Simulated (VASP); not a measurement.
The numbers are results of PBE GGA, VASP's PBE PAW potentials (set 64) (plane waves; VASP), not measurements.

The input files of a VASP run:

### INCAR
```
! general
SYSTEM  = Mo3Si
PREC    = Accurate
ENCUT   = 500
LREAL   = F   ! projection in real space or not
LASPH   = T   ! aspherical one-centre terms

! electronic loop
EDIFF   = 1E-6   ! SCF stop (eV)
NELM    = 100   ! most electronic steps
ALGO    = Normal
LMAXMIX = 4

! smearing
ISMEAR  = 1
SIGMA   = 0.1   ! width (eV)

! functional
GGA     = PE   ! PBE

! ions
IBRION  = 2
NSW     = 40   ! most ionic steps
ISIF    = 3   ! ions, shape and volume
EDIFFG  = -0.02
PSTRESS = 200

! output
LWAVE   = F
LCHARG  = F
```

### KPOINTS
```
K-points
0
gamma
  6 6 6
0 0 0
```

POSCAR:
```
Mo3Si
1
    4.8489620089     0.0000000000     0.0000000000
    0.0000000000     4.8489620089     0.0000000000
    0.0000000000     0.0000000000     4.8489620089
Si Mo
2 6
Direct
  0.5000000000   0.5000000000   0.5000000000
  0.0000000000   0.0000000000   0.0000000000
  0.2500000000   0.0000000000   0.5000000000
  0.5000000000   0.2500000000   0.0000000000
  0.5000000000   0.7500000000   0.0000000000
  0.7500000000   0.0000000000   0.5000000000
  0.0000000000   0.5000000000   0.7500000000
  0.0000000000   0.5000000000   0.2500000000
```

POTCAR, in this order: Si Mo_sv (PBE.64 set). Program: vasp_std.

Output

### OSZICAR
```
       N       E                     dE             d eps       ncg     rms          rms(c)
DAV:   1     0.109759143376E+04    0.10976E+04   -0.55154E+04  2224   0.167E+03
DAV:   2    -0.319299993719E+02   -0.11295E+04   -0.11016E+04  2355   0.529E+02
DAV:   3    -0.817259149888E+02   -0.49796E+02   -0.48135E+02  2889   0.988E+01
DAV:   4    -0.827963193660E+02   -0.10704E+01   -0.10414E+01  2656   0.119E+01
DAV:   5    -0.828184031250E+02   -0.22084E-01   -0.22003E-01  2663   0.167E+00    0.456E+01
DAV:   6    -0.791689162230E+02    0.36495E+01   -0.13578E+01  2416   0.171E+01    0.133E+01
DAV:   7    -0.788896895528E+02    0.27923E+00   -0.86884E-01  2776   0.423E+00    0.373E+00
DAV:   8    -0.788443932111E+02    0.45296E-01   -0.11477E-01  2442   0.122E+00    0.586E-01
DAV:   9    -0.788435955241E+02    0.79769E-03   -0.61801E-03  2656   0.314E-01    0.296E-01
DAV:  10    -0.788436511496E+02   -0.55625E-04   -0.69559E-04  2657   0.168E-01    0.127E-01
DAV:  11    -0.788436605625E+02   -0.94129E-05   -0.30223E-05  2632   0.277E-02    0.235E-02
DAV:  12    -0.788436561137E+02    0.44488E-05   -0.10975E-05  2518   0.191E-02    0.319E-03
DAV:  13    -0.788436557817E+02    0.33197E-06   -0.26006E-07  1568   0.224E-03
   1 F= -.64611662E+02 E0= -.64611681E+02  d E =-.646117E+02
       N       E                     dE             d eps       ncg     rms          rms(c)
DAV:   1    -0.944473929152E+02   -0.15604E+02   -0.51597E+02  2207   0.153E+02    0.759E+01
DAV:   2    -0.772162735962E+02    0.17231E+02   -0.49607E+01  2207   0.425E+01    0.839E+00
DAV:   3    -0.759973153861E+02    0.12190E+01   -0.61205E+00  2467   0.134E+01    0.117E+01
DAV:   4    -0.759907338356E+02    0.65816E-02   -0.11993E+00  2452   0.349E+00    0.175E+00
DAV:   5    -0.759616582474E+02    0.29076E-01   -0.10516E-01  2433   0.181E+00    0.968E-01
DAV:   6    -0.759487969674E+02    0.12861E-01   -0.58787E-02  2513   0.806E-01    0.515E-01
DAV:   7    -0.759490302206E+02   -0.23325E-03   -0.85566E-03  2617   0.350E-01    0.113E-01
DAV:   8    -0.759490068254E+02    0.23395E-04   -0.16102E-04  2511   0.599E-02    0.538E-02
DAV:   9    -0.759489867677E+02    0.20058E-04   -0.55119E-05  2027   0.223E-02    0.123E-02
DAV:  10    -0.759489880645E+02   -0.12969E-05   -0.53409E-06  2119   0.914E-03    0.891E-03
DAV:  11    -0.759489880534E+02    0.11079E-07   -0.24107E-07  1409   0.266E-03
   2 F= -.63487240E+02 E0= -.63487549E+02  d E =0.112442E+01
       N       E                     dE             d eps       ncg     rms          rms(c)
DAV:   1    -0.898435250302E+02   -0.13895E+02   -0.32008E+02  2214   0.125E+02    0.350E+01
DAV:   2    -0.789398968805E+02    0.10904E+02   -0.38741E+01  2221   0.340E+01    0.917E+00
DAV:   3    -0.785192654614E+02    0.42063E+00   -0.33290E+00  2508   0.962E+00    0.286E+00
DAV:   4    -0.785094561963E+02    0.98093E-02   -0.22396E-01  2413   0.158E+00    0.119E+00
DAV:   5    -0.785243407042E+02   -0.14885E-01   -0.62835E-02  2406   0.128E+00    0.872E-01
DAV:   6    -0.785276178084E+02   -0.32771E-02   -0.32298E-03  2641   0.252E-01    0.197E-01
DAV:   7    -0.785277856639E+02   -0.16786E-03   -0.13062E-03  2464   0.107E-01    0.341E-02
DAV:   8    -0.785277770457E+02    0.86182E-05   -0.72512E-05  2261   0.284E-02    0.288E-02
DAV:   9    -0.785277821697E+02   -0.51240E-05   -0.34235E-06  2097   0.944E-03    0.689E-03
DAV:  10    -0.785277833745E+02   -0.12049E-05   -0.24322E-07  1415   0.307E-03    0.111E-03
DAV:  11    -0.785277834011E+02   -0.26577E-07   -0.37894E-08  1429   0.113E-03
   3 F= -.64729370E+02 E0= -.64729927E+02  d E =-.117708E+00
       N       E                     dE             d eps       ncg     rms          rms(c)
DAV:   1    -0.785116397577E+02    0.16144E-01   -0.54070E-02  2228   0.159E+00    0.574E-01
DAV:   2    -0.785097738660E+02    0.18659E-02   -0.60506E-03  2235   0.437E-01    0.822E-02
DAV:   3    -0.785096881455E+02    0.85721E-04   -0.59665E-04  2529   0.128E-01    0.729E-02
DAV:   4    -0.785097038221E+02   -0.15677E-04   -0.12725E-04  2357   0.322E-02    0.123E-02
DAV:   5    -0.785097023745E+02    0.14476E-05   -0.16994E-05  2426   0.201E-02    0.108E-02
DAV:   6    -0.785097052792E+02   -0.29047E-05   -0.12752E-06  1521   0.428E-03    0.160E-03
DAV:   7    -0.785097057305E+02   -0.45133E-06   -0.75165E-07  1312   0.282E-03
   4 F= -.64729627E+02 E0= -.64730203E+02  d E =-.117966E+00
```

### OUTCAR
```
------------------------ aborting loop because EDIFF is reached ----------------------------------------
  FORCE on cell =-STRESS in cart. coord.  units (eV):
  Direction    XX          YY          ZZ          XY          YZ          ZX
  --------------------------------------------------------------------------------------
  Total       13.7416928     13.7416928     13.7416928     -0.0000000      0.0000000      0.0000000
  in kB      199.4428812    199.4428812    199.4428812     -0.0000000      0.0000000      0.0000000
  external PRESSURE =      -0.5571188 kB  Pullay stress =     200.0000000 kB
  volume of cell :      110.39
      direct lattice vectors                 reciprocal lattice vectors
     4.797085136  0.000000000 -0.000000000     0.208459923 -0.000000000  0.000000000
     0.000000000  4.797085136 -0.000000000    -0.000000000  0.208459923 -0.000000000
    -0.000000000  0.000000000  4.797085136     0.000000000  0.000000000  0.208459923
 POSITION                                       TOTAL-FORCE (eV/Angst)
 -----------------------------------------------------------------------------------
      2.39854      2.39854      2.39854         0.000000     -0.000000     -0.000000
      0.00000      4.79709      4.79709         0.000000     -0.000000     -0.000000
      1.19927      0.00000      2.39854         0.000000     -0.000000     -0.000000
      2.39854      1.19927     -0.00000         0.000000     -0.000000      0.000000
      2.39854      3.59781     -0.00000         0.000000     -0.000000     -0.000000
      3.59781      4.79709      2.39854        -0.000000      0.000000      0.000000
      4.79709      2.39854      3.59781        -0.000000     -0.000000      0.000000
      4.79709      2.39854      1.19927        -0.000000      0.000000     -0.000000
 -----------------------------------------------------------------------------------
    total drift:                                0.000000      0.000000      0.000000
  FREE ENERGIE OF THE ION-ELECTRON SYSTEM (eV)
  ---------------------------------------------------
  free  energy   TOTEN  =       -78.5097057305 eV

  energy  without entropy=      -78.5114327318  energy(sigma->0) =      -78.51028140
  enthalpy is  TOTEN    =       -64.7296272274 eV   P V=       13.7800785031

 reached required accuracy - stopping structural energy minimisation
```
(Selected blocks of OUTCAR.)

### CONTCAR
```
Mo3Si
   1.00000000000000
     4.7970851358846698    0.0000000000000000   -0.0000000000000000
     0.0000000000000000    4.7970851358846698   -0.0000000000000000
    -0.0000000000000000    0.0000000000000000    4.7970851358846698
  Si              Mo
     2     6
Direct
     0.5000000000000000    0.5000000000000000    0.5000000000000000
     0.0000000000000000    1.0000000000000000    1.0000000000000000
     0.2500000000000000    0.0000000000000000    0.5000000000000000
     0.5000000000000000    0.2500000000000000    0.0000000000000000
     0.5000000000000000    0.7500000000000000    0.0000000000000000
     0.7500000000000000    1.0000000000000000    0.5000000000000000
     1.0000000000000000    0.5000000000000000    0.7500000000000000
     1.0000000000000000    0.5000000000000000    0.2500000000000000
```

Energy and stress use the plane-wave basis of the starting cell.

The compound is Mo3Si in the A15 structure. This run relaxes it under an external pressure of 20 GPa. Symmetry was kept, so distortions that lower it aren't found.
